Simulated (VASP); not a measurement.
Runs of VASP 6.6.1 on Si. Symmetry: Fd-3m, No. 227, cubic system. The conventional cell has a = 5.469 Å, b = 5.469 Å, c = 5.469 Å, α = 90.00°, β = 90.00°, γ = 90.00°. Si (site symmetry -43m) is surrounded by 4 Si at 2.37 Å. 

| level | potentials or basis | k mesh | grid for exact exchange (PRECFOCK) | screening parameter | exchange at q = 0 | gap on the mesh (eV) | pressure (GPa) |
| --- | --- | --- | --- | --- | --- | --- | --- |
| HSE06 | VASP PAW PBE potentials, release 64 (Si) | 8 × 8 × 8 | Fast | 0.2 1/A | - | 1.23 | -1.9 |
| PBE0 | VASP PAW PBE potentials, release 64 (Si) | 8 × 8 × 8 | Fast | - | truncated | (b) | -2.0 |
| LDA | VASP PAW LDA potentials, release 64 (Si) | 10 × 10 × 10 | - | - | - | 0.51 | (a) |
| r2SCAN | VASP PAW PBE potentials, release 64 (Si) | 10 × 10 × 10 | - | - | - | (c) | -1.5 |

Alike in all rows: task band structure; no spin polarisation; cell as given; cutoff (eV) 450; smearing gaussian 0.02 eV.

Task: Fill in the values left out.

Result: (a) -3.2; (b) 1.86; (c) 0.81.

Caveats: the PAW data sets were made with another functional, which shifts forces and pressure a little (some runs).

A k mesh can miss the band edges.

Runs at the PBE level aren't shown here.
